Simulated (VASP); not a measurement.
# Shielding tensors and field gradients of La2O3, part 2 of 7

Aim: NMR shielding tensors and field gradients of La2O3. The cell has space group P-3m1, a computed entry that need not be the common form of this compound. The start is a computed cell from the Materials Project.

VASP 6.6.1, plane waves and PAW; the level of theory is named at each step.

So far. Step 2 (Relaxation): At PBE, with these data sets, the largest force is down to 0.0076 eV/Å. Step 3 (Ground state): The cell has a gap of 3.91 eV on this mesh. Spin-orbit coupling is left out, which can shift or reorder these edges.

## (4) Shielding tensors

This step: chemical shifts by linear response (GIPAW), PBE; plane waves and PAW (La, O) (VASP 6.6.1).

LCHIMAG computes the induced currents by linear response. It needs tightly converged orbitals and a cutoff well above the default; LEFG adds the field gradients at no cost.

Contents of INCAR:

```
SYSTEM = La2O3
PREC = Accurate
ENCUT = 560
EDIFF = 1E-09
NELM = 100
ISMEAR = 0
SIGMA = 0.01
LREAL = .FALSE.
ALGO = Normal
GGA = PE
NBANDS = 26
LASPH = .TRUE.
LWAVE = .FALSE.
LCHARG = .FALSE.
KPAR = 2
LCHIMAG = .TRUE.
LEFG = .TRUE.
DQ = 0.001
ICHIBARE = 1
LNMR_SYM_RED = .TRUE.
```

Contents of POSCAR:

```
La2O3
1.0
    3.9307778780      0.0000000000      0.0000000000
   -1.9653889390      3.4041534990      0.0000000000
    0.0000000000      0.0000000000      6.1119535200
La O
2 3
Direct
    0.6666666700      0.3333333300      0.7537901409
    0.3333333300      0.6666666700      0.2462098591
    0.6666666700      0.3333333300      0.3540179778
    0.3333333300      0.6666666700      0.6459820222
    0.0000000000      0.0000000000      0.0000000000
```

Contents of KPOINTS:

```
Automatic mesh
0
Gamma
6 6 4
0 0 0
```

The projector-augmented-wave data sets are La and O (PBE family, release 64).

Run with:

```console
mpirun -np 2 vasp_std
```

Output:

```text
[... set-up lines as in an earlier step ...]
 entering main loop
       N       E                     dE             d eps       ncg     rms          rms(c)
DAV:   1     0.486440138533E+03    0.48644E+03   -0.16302E+04  1280   0.250E+03
DAV:   2     0.903072770923E+02   -0.39613E+03   -0.38584E+03  1776   0.383E+02
DAV:   3    -0.297768535573E+02   -0.12008E+03   -0.11729E+03  2106   0.203E+02
DAV:   4    -0.464716250455E+02   -0.16695E+02   -0.16670E+02  2148   0.835E+01
DAV:   5    -0.474832735350E+02   -0.10116E+01   -0.10111E+01  2112   0.237E+01    0.149E+01
DAV:   6    -0.418511531255E+02    0.56321E+01   -0.50621E+01  1976   0.409E+01    0.756E+00
DAV:   7    -0.418222044231E+02    0.28949E-01   -0.54728E+00  2376   0.229E+01    0.348E+00
DAV:   8    -0.418186622181E+02    0.35422E-02   -0.54201E-01  2160   0.610E+00    0.125E+00
DAV:   9    -0.418166858736E+02    0.19763E-02   -0.85396E-02  2232   0.239E+00    0.373E-01
DAV:  10    -0.418191541845E+02   -0.24683E-02   -0.33774E-02  2152   0.120E+00    0.187E-01
DAV:  11    -0.418201128566E+02   -0.95867E-03   -0.10534E-02  2200   0.768E-01    0.133E-01
DAV:  12    -0.418203211296E+02   -0.20827E-03   -0.23776E-03  1904   0.336E-01    0.601E-02
DAV:  13    -0.418203427782E+02   -0.21649E-04   -0.11222E-03  2192   0.229E-01    0.202E-02
DAV:  14    -0.418203517810E+02   -0.90028E-05   -0.13337E-04  1936   0.890E-02    0.123E-02
DAV:  15    -0.418203499883E+02    0.17927E-05   -0.36101E-05  2288   0.468E-02    0.281E-03
DAV:  16    -0.418203504329E+02   -0.44461E-06   -0.54711E-06  2040   0.150E-02    0.486E-03
DAV:  17    -0.418203500255E+02    0.40743E-06   -0.20645E-06  2312   0.105E-02    0.146E-03
DAV:  18    -0.418203500324E+02   -0.69645E-08   -0.28030E-07  1872   0.357E-03    0.510E-04
DAV:  19    -0.418203500300E+02    0.24502E-08   -0.12012E-07  2416   0.244E-03    0.364E-04
DAV:  20    -0.418203500193E+02    0.10652E-07   -0.33268E-08  2096   0.120E-03    0.940E-05
DAV:  21    -0.418203500236E+02   -0.43119E-08   -0.20885E-09  1280   0.438E-04    0.521E-05
DAV:  22    -0.418203500242E+02   -0.57162E-09   -0.47640E-10  1184   0.382E-04
ion   1
     0.0000000    -0.0000000    -0.0000000     0.5646563     0.0000000    -0.0000000
     0.0000602    -0.0000000    -0.0000000     0.5646563     0.0000000    -0.0000000
     0.0000829    -0.0000000    -0.0000000     0.5646563     0.0000000    -0.0000000
     0.0001141    -0.0000000    -0.0000000     0.5646563     0.0000000    -0.0000000
     0.0001572    -0.0000000    -0.0000000     0.5646562     0.0000000    -0.0000000

     0.0000000    -0.0000000     0.0000000   -89.3900019     0.0000000    -0.0000001
     0.0000602    -0.0000000     0.0000000   -89.3644165     0.0000000    -0.0000001
     0.0000829    -0.0000000     0.0000000   -89.3513539     0.0000000    -0.0000001
     0.0001141    -0.0000000     0.0000000   -89.3308972     0.0000000    -0.0000001
     0.0001572    -0.0000000     0.0000000   -89.2990004     0.0000000    -0.0000001

ion   2
     0.0000000    -0.0000000    -0.0000000     0.5646563     0.0000000    -0.0000000
     0.0000602    -0.0000000    -0.0000000     0.5646563     0.0000000    -0.0000000
     0.0000829    -0.0000000    -0.0000000     0.5646563     0.0000000    -0.0000000
     0.0001141    -0.0000000    -0.0000000     0.5646563     0.0000000    -0.0000000
     0.0001572    -0.0000000    -0.0000000     0.5646562     0.0000000    -0.0000000

     0.0000000    -0.0000000     0.0000000   -89.3900019     0.0000000    -0.0000001
     0.0000602    -0.0000000     0.0000000   -89.3644165     0.0000000    -0.0000001
     0.0000829    -0.0000000     0.0000000   -89.3513539     0.0000000    -0.0000001
     0.0001141    -0.0000000     0.0000000   -89.3308972     0.0000000    -0.0000001
     0.0001572    -0.0000000     0.0000000   -89.2990004     0.0000000    -0.0000001

ion   3
     0.0000000    -0.0000000    -0.0000000    -2.7219576     0.0000000    -0.0000000
     0.0000293    -0.0000000    -0.0000000    -2.7219576     0.0000000    -0.0000000
     0.0000403    -0.0000000    -0.0000000    -2.7219576     0.0000000    -0.0000000
     0.0000555    -0.0000000    -0.0000000    -2.7219576     0.0000000    -0.0000000
     0.0000765    -0.0000000    -0.0000000    -2.7219575     0.0000000    -0.0000000

     0.0000000    -0.0000000    -0.0000000    -7.4349862     0.0000000    -0.0000000
     0.0000293    -0.0000000    -0.0000000    -7.4349844     0.0000000    -0.0000000
     0.0000403    -0.0000000    -0.0000000    -7.4349832     0.0000000    -0.0000000
     0.0000555    -0.0000000    -0.0000000    -7.4349812     0.0000000    -0.0000000
     0.0000765    -0.0000000    -0.0000000    -7.4349778     0.0000000    -0.0000000

ion   4
     0.0000000    -0.0000000     0.0000000    -2.7219576     0.0000000    -0.0000000
     0.0000293    -0.0000000     0.0000000    -2.7219576     0.0000000    -0.0000000
     0.0000403    -0.0000000     0.0000000    -2.7219576     0.0000000    -0.0000000
     0.0000555    -0.0000000     0.0000000    -2.7219576     0.0000000    -0.0000000
     0.0000765    -0.0000000     0.0000000    -2.7219575     0.0000000    -0.0000000

     0.0000000    -0.0000000     0.0000000    -7.4349862     0.0000000    -0.0000000
     0.0000293    -0.0000000     0.0000000    -7.4349844     0.0000000    -0.0000000
     0.0000403    -0.0000000     0.0000000    -7.4349832     0.0000000    -0.0000000
     0.0000555    -0.0000000     0.0000000    -7.4349812     0.0000000    -0.0000000
     0.0000765    -0.0000000     0.0000000    -7.4349778     0.0000000    -0.0000000

ion   5
     0.0000000    -0.0000000     0.0000000     2.3818836    -0.0000000    -0.0000000
     0.0000293    -0.0000000     0.0000000     2.3818836    -0.0000000    -0.0000000
     0.0000403    -0.0000000     0.0000000     2.3818836    -0.0000000    -0.0000000
     0.0000555    -0.0000000     0.0000000     2.3818835    -0.0000000    -0.0000000
     0.0000765    -0.0000000     0.0000000     2.3818835    -0.0000000    -0.0000000

     0.0000000    -0.0000000     0.0000000     7.1172289    -0.0000000    -0.0000000
     0.0000293    -0.0000000     0.0000000     7.1172271    -0.0000000    -0.0000000
     0.0000403    -0.0000000     0.0000000     7.1172259    -0.0000000    -0.0000000
     0.0000555    -0.0000000     0.0000000     7.1172238    -0.0000000    -0.0000000
     0.0000765    -0.0000000     0.0000000     7.1172204    -0.0000000    -0.0000000

   1 F= -.41820350E+02 E0= -.41820350E+02  d E =-.141800E-37
DAV:   1    -0.155811590806E+03   -0.15581E+03   -0.11145E-07  1216   0.103E-04
DAV:   2    -0.155811590806E+03    0.82423E-11   -0.66983E-11  1184   0.118E-04
BDIR= 1  IDIR= 2  IQ= -1
[...]
BDIR= 3  IDIR= 1  IQ=  1
DAV:   1    -0.311620747877E+03   -0.31162E+03   -0.42757E-02  2622   0.110E+00
DAV:   2    -0.311621677492E+03   -0.92962E-03   -0.92961E-03  4784   0.901E-01
DAV:   3    -0.311621717199E+03   -0.39707E-04   -0.39707E-04  4034   0.112E-01
DAV:   4    -0.311621722669E+03   -0.54707E-05   -0.54708E-05  4664   0.590E-02
DAV:   5    -0.311621722975E+03   -0.30606E-06   -0.30603E-06  4054   0.103E-02
DAV:   6    -0.311621723009E+03   -0.33114E-07   -0.33048E-07  4568   0.393E-03
DAV:   7    -0.311621723011E+03   -0.27155E-08   -0.27515E-08  4176   0.959E-04
DAV:   8    -0.311621723012E+03   -0.26387E-09   -0.23232E-09  3168   0.353E-04
       N       E                     dE             d eps       ncg     rms
RMM:   1    -0.988540986652E+02   -0.98854E+02   -0.13905E+02  2915   0.471E+02
RMM:   2    -0.141569882364E+03   -0.42716E+02   -0.12887E+02  5301   0.432E+01
RMM:   3    -0.144180798054E+03   -0.26109E+01   -0.81021E+00  5827   0.100E+01
RMM:   4    -0.144507978463E+03   -0.32718E+00   -0.82857E-01  5855   0.279E+00
RMM:   5    -0.144536581392E+03   -0.28603E-01   -0.11894E-01  5728   0.962E-01
RMM:   6    -0.144540264587E+03   -0.36832E-02   -0.12515E-02  5855   0.337E-01
RMM:   7    -0.144540807168E+03   -0.54258E-03   -0.30478E-03  5853   0.127E-01
RMM:   8    -0.144540890483E+03   -0.83316E-04   -0.27969E-04  5853   0.446E-02
RMM:   9    -0.144540904473E+03   -0.13990E-04   -0.85101E-05  5782   0.170E-02
RMM:  10    -0.144540906769E+03   -0.22962E-05   -0.74903E-06  5430   0.615E-03
RMM:  11    -0.144540907194E+03   -0.42491E-06   -0.28062E-06  4972   0.246E-03
RMM:  12    -0.144540907271E+03   -0.76883E-07   -0.21362E-07  4086   0.927E-04
RMM:  13    -0.144540907284E+03   -0.13348E-07   -0.88204E-08  3361   0.394E-04
RMM:  14    -0.144540907287E+03   -0.23476E-08   -0.62774E-09  2589   0.169E-04
RMM:  15    -0.144540907287E+03   -0.40066E-09   -0.26011E-09  2198   0.958E-05
BDIR= 3  IDIR= 2  IQ= -1
DAV:   1    -0.311632326697E+03   -0.31163E+03   -0.42720E-02  2624   0.110E+00
DAV:   2    -0.311633260490E+03   -0.93379E-03   -0.93379E-03  4760   0.908E-01
DAV:   3    -0.311633297937E+03   -0.37447E-04   -0.37447E-04  3882   0.113E-01
DAV:   4    -0.311633303920E+03   -0.59822E-05   -0.59821E-05  4664   0.614E-02
DAV:   5    -0.311633304202E+03   -0.28192E-06   -0.28192E-06  4048   0.102E-02
DAV:   6    -0.311633304230E+03   -0.28738E-07   -0.28805E-07  4600   0.382E-03
DAV:   7    -0.311633304233E+03   -0.22972E-08   -0.22460E-08  4176   0.855E-04
DAV:   8    -0.311633304233E+03   -0.10073E-09   -0.17839E-09  2968   0.333E-04
       N       E                     dE             d eps       ncg     rms
RMM:   1    -0.990654351700E+02   -0.99065E+02   -0.14119E+02  2913   0.471E+02
RMM:   2    -0.141653989342E+03   -0.42589E+02   -0.12864E+02  5293   0.430E+01
RMM:   3    -0.144207010381E+03   -0.25530E+01   -0.81360E+00  5767   0.995E+00
RMM:   4    -0.144523521828E+03   -0.31651E+00   -0.82270E-01  5756   0.280E+00
RMM:   5    -0.144552309929E+03   -0.28788E-01   -0.12067E-01  5717   0.973E-01
RMM:   6    -0.144555933492E+03   -0.36236E-02   -0.12257E-02  5736   0.333E-01
RMM:   7    -0.144556463486E+03   -0.52999E-03   -0.29601E-03  5794   0.126E-01
RMM:   8    -0.144556540296E+03   -0.76810E-04   -0.26639E-04  5624   0.445E-02
RMM:   9    -0.144556554536E+03   -0.14240E-04   -0.88071E-05  5491   0.174E-02
RMM:  10    -0.144556556818E+03   -0.22821E-05   -0.75271E-06  5141   0.630E-03
RMM:  11    -0.144556557240E+03   -0.42192E-06   -0.26912E-06  4813   0.257E-03
RMM:  12    -0.144556557313E+03   -0.73052E-07   -0.27206E-07  3971   0.100E-03
RMM:  13    -0.144556557330E+03   -0.16138E-07   -0.10202E-07  3256   0.435E-04
RMM:  14    -0.144556557332E+03   -0.26942E-08   -0.81306E-09  2618   0.184E-04
RMM:  15    -0.144556557333E+03   -0.46708E-09   -0.26921E-09  2224   0.101E-04
BDIR= 3  IDIR= 2  IQ=  0
DAV:   1    -0.311623181409E+03   -0.31162E+03   -0.22673E-10  2376   0.215E-04
DAV:   2    -0.311623181409E+03    0.76852E-10   -0.14171E-10  2336   0.242E-04
       N       E                     dE             d eps       ncg     rms
RMM:   1    -0.990642082760E+02   -0.99064E+02   -0.14111E+02  2913   0.471E+02
RMM:   2    -0.141653810209E+03   -0.42590E+02   -0.12864E+02  5293   0.430E+01
RMM:   3    -0.144206691608E+03   -0.25529E+01   -0.81317E+00  5768   0.995E+00
RMM:   4    -0.144523065931E+03   -0.31637E+00   -0.82276E-01  5753   0.280E+00
RMM:   5    -0.144551727284E+03   -0.28661E-01   -0.11901E-01  5715   0.970E-01
RMM:   6    -0.144555328528E+03   -0.36012E-02   -0.12299E-02  5738   0.332E-01
RMM:   7    -0.144555855043E+03   -0.52652E-03   -0.29407E-03  5795   0.125E-01
RMM:   8    -0.144555933282E+03   -0.78239E-04   -0.26773E-04  5593   0.443E-02
RMM:   9    -0.144555947484E+03   -0.14202E-04   -0.87183E-05  5504   0.173E-02
RMM:  10    -0.144555949725E+03   -0.22410E-05   -0.74941E-06  5116   0.626E-03
RMM:  11    -0.144555950143E+03   -0.41853E-06   -0.26634E-06  4761   0.255E-03
RMM:  12    -0.144555950216E+03   -0.72818E-07   -0.26829E-07  3878   0.986E-04
RMM:  13    -0.144555950231E+03   -0.15414E-07   -0.96255E-08  3221   0.426E-04
RMM:  14    -0.144555950234E+03   -0.27719E-08   -0.96383E-09  2570   0.185E-04
RMM:  15    -0.144555950235E+03   -0.54752E-09   -0.34409E-09  2152   0.103E-04
BDIR= 3  IDIR= 2  IQ=  1
DAV:   1    -0.311612082108E+03   -0.31161E+03   -0.42740E-02  2632   0.110E+00
DAV:   2    -0.311613013201E+03   -0.93109E-03   -0.93109E-03  4720   0.906E-01
DAV:   3    -0.311613053256E+03   -0.40054E-04   -0.40054E-04  3994   0.119E-01
DAV:   4    -0.311613058718E+03   -0.54622E-05   -0.54622E-05  4624   0.587E-02
DAV:   5    -0.311613059014E+03   -0.29600E-06   -0.29600E-06  4134   0.106E-02
DAV:   6    -0.311613059044E+03   -0.30030E-07   -0.29931E-07  4592   0.385E-03
DAV:   7    -0.311613059046E+03   -0.23097E-08   -0.24556E-08  4216   0.915E-04
DAV:   8    -0.311613059046E+03   -0.24204E-09   -0.20382E-09  3072   0.326E-04
       N       E                     dE             d eps       ncg     rms
RMM:   1    -0.991027824946E+02   -0.99103E+02   -0.14145E+02  2915   0.471E+02
RMM:   2    -0.141662430322E+03   -0.42560E+02   -0.12848E+02  5295   0.430E+01
RMM:   3    -0.144207039394E+03   -0.25446E+01   -0.80769E+00  5765   0.993E+00
RMM:   4    -0.144522117475E+03   -0.31508E+00   -0.82196E-01  5756   0.280E+00
RMM:   5    -0.144550700273E+03   -0.28583E-01   -0.11885E-01  5711   0.970E-01
RMM:   6    -0.144554277210E+03   -0.35769E-02   -0.12267E-02  5751   0.332E-01
RMM:   7    -0.144554801026E+03   -0.52382E-03   -0.29190E-03  5774   0.125E-01
RMM:   8    -0.144554881408E+03   -0.80383E-04   -0.27428E-04  5611   0.448E-02
RMM:   9    -0.144554895997E+03   -0.14588E-04   -0.89802E-05  5500   0.176E-02
RMM:  10    -0.144554898356E+03   -0.23593E-05   -0.77259E-06  5129   0.638E-03
RMM:  11    -0.144554898782E+03   -0.42596E-06   -0.27097E-06  4809   0.258E-03
RMM:  12    -0.144554898855E+03   -0.73189E-07   -0.26776E-07  3942   0.996E-04
RMM:  13    -0.144554898871E+03   -0.15398E-07   -0.96041E-08  3262   0.428E-04
RMM:  14    -0.144554898873E+03   -0.27479E-08   -0.96056E-09  2587   0.185E-04
RMM:  15    -0.144554898874E+03   -0.54075E-09   -0.33511E-09  2203   0.103E-04
       N       E                     dE             d eps       ncg     rms
RLQ:   1    -0.582862941129E+01   -0.58286E+01   -0.15193E+03  2449   0.796E+02
RLQ:   2    -0.812453356427E+01   -0.22959E+01   -0.25586E+00  5268   0.664E+00
RLQ:   3    -0.821904736715E+01   -0.94514E-01   -0.22520E-01  5526   0.124E+00
RLQ:   4    -0.822519497115E+01   -0.61476E-02   -0.13097E-02  5669   0.261E-01
RLQ:   5    -0.822560216916E+01   -0.40720E-03   -0.97228E-04  5668   0.645E-02
RLQ:   6    -0.822562821146E+01   -0.26042E-04   -0.62521E-05  5583   0.163E-02
RLQ:   7    -0.822563008138E+01   -0.18699E-05   -0.52284E-06  5178   0.407E-03
RLQ:   8    -0.822563024967E+01   -0.16829E-06   -0.56943E-07  4642   0.117E-03
RLQ:   9    -0.822563026806E+01   -0.18395E-07   -0.67023E-08  3719   0.363E-04
RLQ:  10    -0.822563026981E+01   -0.17498E-08   -0.50572E-09  2465   0.124E-04
RLQ:  11    -0.822563026995E+01   -0.13425E-09   -0.53452E-10  1912   0.696E-05
```

Elapsed: 18 min, on 2 MPI ranks of Intel Xeon 6975P-C (Granite Rapids), shared host; peak memory 1.4 GiB; 36 min of CPU time.

Parts of OUTCAR (step 4):

```text
The static configuration has the point symmetry D_3d.

 Found     24 irreducible k-points:

   ENCUT  =  560.0 eV  41.16 Ry    6.42 a.u.   7.58  7.58 11.79*2*pi/ulx,y,z

   NELECT =      40.0000    total number of electrons

  Total        0.7390711      0.7390711      0.9026531      0.0000000      0.0000000      0.0000000
  in kB       14.4786853     14.4786853     17.6833197      0.0000000      0.0000000      0.0000000
  external PRESSURE =      15.5468968 kB  Pullay stress =       0.0000000 kB

  energy-cutoff  :      560.00
  volume of cell :       81.78
      direct lattice vectors                 reciprocal lattice vectors
     3.930777878  0.000000000  0.000000000     0.254402571  0.146879393  0.000000000
    -1.965388939  3.404153499  0.000000000     0.000000000  0.293758786  0.000000000
     0.000000000  0.000000000  6.111953520     0.000000000  0.000000000  0.163613810

 POSITION                                       TOTAL-FORCE (eV/Angst)
 -----------------------------------------------------------------------------------
      1.96539      1.13472      4.60713        -0.000000     -0.000000      0.000958
     -0.00000      2.26944      1.50482         0.000000      0.000000     -0.000958
      1.96539      1.13472      2.16374        -0.000000     -0.000000     -0.007843
     -0.00000      2.26944      3.94821        -0.000000      0.000000      0.007843
      0.00000      0.00000      0.00000         0.000000      0.000000     -0.000000
 -----------------------------------------------------------------------------------
    total drift:                               -0.000000      0.000000      0.000000

 Electric field gradients after diagonalization (V/A^2)
 (convention: |V_zz| > |V_xx| > |V_yy|)
----------------------------------------------------------------------
 ion       V_xx      V_yy      V_zz     asymmetry (V_yy - V_xx)/ V_zz
----------------------------------------------------------------------
   1     -56.351   -56.350   112.701       0.000
   2     -56.351   -56.350   112.701       0.000
   3      -4.270    -4.270     8.540       0.000
   4      -4.270    -4.270     8.540       0.000
   5       4.492     4.492    -8.984       0.000
----------------------------------------------------------------------

  ORBITAL MAGNETIC SUSCEPTIBILITY, excluding core contribution
 -------------------------------------------------------------
  Approximate magnetic susceptibility, pGv (10^-6 cm^3/mole)
     1        -62.809966          0.000000          0.000000
     2          0.000000        -62.894912          1.358243
     3          0.000000          1.224906        -54.167807
 -------------------------------------------------------------
  Approximate magnetic susceptibility, vGv (10^-6 cm^3/mole)
     1        -37.104618          0.000000          0.000000
     2          0.000000        -37.326961          1.857038
     3          0.000000          1.784954        -25.814485

  CSA tensor (J. Mason, Solid State Nucl. Magn. Reson. 2, 285 (1993))
  for chemical shielding  (including the isotropic core contribution)

  BDIR labels direction of applied magnetic field (i.e. B0)
  For BDIR==1, B0 along x-axis, etc.
  Induced field listed along cartesian directions for each BDIR
 ------------------------------------------------------------------------------------------
                 EXCLUDING G=0 CONTRIBUTION              INCLUDING G=0 CONTRIBUTION
 ------------------------------------------------------------------------------------------
  ion  BDIR            X           Y           Z                X           Y           Z
          (   iso_shield        span        skew ) (   iso_shield        span        skew )
 ------------------------------------------------------------------------------------------
    1     1    3879.1822     -0.0000      0.0000        3893.3218     -0.0000      0.0000
          2       0.0000   3879.1707      0.0040           0.0000   3893.3248     -0.2270
          3      -0.0000      0.0100   3349.1770          -0.0000     -0.1984   3361.8465
          (    3702.5099    530.0052     -1.0000 ) (    3716.1644    531.4784     -1.0000 )

    2     1    3879.1822     -0.0000      0.0000        3893.3218     -0.0000      0.0000
          2       0.0000   3879.1707      0.0040           0.0000   3893.3248     -0.2270
          3      -0.0000      0.0100   3349.1770          -0.0000     -0.1984   3361.8465
          (    3702.5099    530.0052     -1.0000 ) (    3716.1644    531.4784     -1.0000 )

    3     1    -399.5124     -0.0000      0.0000        -385.3728     -0.0000      0.0000
          2       0.0000   -399.5123      0.0014           0.0000   -385.3583     -0.2296
          3       0.0000     -0.0000   -594.0420           0.0000     -0.2084   -581.3724
          (    -464.3556    194.5296     -1.0000 ) (    -450.7012    196.0146     -0.9998 )

    4     1    -399.5124     -0.0000      0.0000        -385.3728     -0.0000      0.0000
          2       0.0000   -399.5123      0.0014           0.0000   -385.3583     -0.2296
          3       0.0000     -0.0000   -594.0420           0.0000     -0.2084   -581.3724
          (    -464.3556    194.5296     -1.0000 ) (    -450.7012    196.0146     -0.9998 )

    5     1    -414.2532      0.0000      0.0000        -400.1136      0.0000      0.0000
          2       0.0000   -414.2563      0.0046           0.0000   -400.1023     -0.2264
          3       0.0000     -0.0043   -319.4851           0.0000     -0.2127   -306.8155
          (    -382.6649     94.7712      0.9999 ) (    -369.0104     93.2986      0.9998 )
 ------------------------------------------------------------------------------------------

[... 6 parts as in an earlier step ...]

[... 1 further part left out ...]
```

Spin-orbit coupling is left out, which changes shieldings on and beside heavy atoms by much.

This step gave:

| Quantity | Value |
| --- | --- |
| Fermi energy | 6.069 eV |
| pressure | 1.555 GPa |
| gap on the k-mesh | 3.859 eV |
| least direct gap on the k-mesh | 3.978 eV |

[end of part 2 of 7]

[Lines on the potential files, build, host, timing and source positions are cut from VASP's logs without a mark.]

[Logs are printed without paths, hosts, clocks, repeated set-up lines and the standing remarks that a program may print on its own settings, such as how far it seeks lower states.]

[Hosts, paths, dates, database ids (printed as entryN), source tags and the programs' standing remarks are cut or masked in the printed files.]
